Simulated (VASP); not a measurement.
An input for Quantum ESPRESSO's pw.x (written as the equivalent of a VASP run, and not itself run):

```
&CONTROL
  calculation = 'vc-relax'
  pseudo_dir = './pseudo'
  outdir = './out'
  tprnfor = .true.
  tstress = .true.
  nstep = 40
  forc_conv_thr = 0.00078
/
&SYSTEM
  ibrav = 0
  nat = 4
  ntyp = 2
  ecutwfc = 84
  occupations = 'smearing'
  smearing = 'gaussian'
  degauss = 0.003675
  input_dft = 'pbesol'
/
&ELECTRONS
  conv_thr = 7.3e-08
  electron_maxstep = 100
/
&IONS
/
&CELL
/
ATOMIC_SPECIES
  Zn 65.380 Zn.upf
  O 15.999 O.upf
CELL_PARAMETERS angstrom
     1.6189622   -2.8041253    0.0000000
     1.6189622    2.8041253   -0.0000000
    -0.0000000    0.0000000    5.2237711
ATOMIC_POSITIONS crystal
  Zn   0.6666670  0.3333330  0.5015316
  Zn   0.3333330  0.6666670  0.0015316
  O    0.6666670  0.3333330  0.8804684
  O    0.3333330  0.6666670  0.3804684
K_POINTS automatic
  8 8 4 0 0 0
```

**Question.** Translate this input to VASP (INCAR, KPOINTS, POSCAR, choice of POTCAR).

**Answer.** One answer among several that fit: 
File KPOINTS:
```
Regular mesh
0
G
8 8 4
```

**POSCAR**
```
ZnO
1.0
  1.6189622466  -2.8041252995   0.0000000000
  1.6189622466   2.8041252995   0.0000000000
  0.0000000000   0.0000000000   5.2237711021
Zn O
2 2
direct
  0.6666670000   0.3333330000   0.5015316241
  0.3333330000   0.6666670000   0.0015316241
  0.6666670000   0.3333330000   0.8804683759
  0.3333330000   0.6666670000   0.3804683759
```

INCAR:
```
EDIFFG = -0.02   # ionic stop
EDIFF = 1E-6   # SCF stop (eV)
IBRION = 2   # conjugate gradients
LASPH = .True.
ISIF = 3
LREAL = .False.
GGA = PS   # PBEsol
NSW = 40
PREC = Accurate
SYSTEM = ZnO
ENCUT = 620
ALGO = Normal   # blocked Davidson
LCHARG = .False.
LWAVE = .False.
SIGMA = 0.05   # width (eV)
NELM = 100   # most electronic steps
ISMEAR = 0
LMAXMIX = 4
```

POTCAR, in this order: Zn O (PBE.64 set). Program: vasp_std.

Limits of the translation: the potentials are each code's own (VASP's PAW set, PseudoDojo norm-conserving files in pw.x), so ENCUT and ecutwfc are chosen apart and not converted; conv_thr bounds pw.x's estimated SCF error, while EDIFF bounds the energy change between steps; forc_conv_thr acts on force components and is met together with etot_conv_thr.

The compound is ZnO in the wurtzite structure. It was relaxed first.
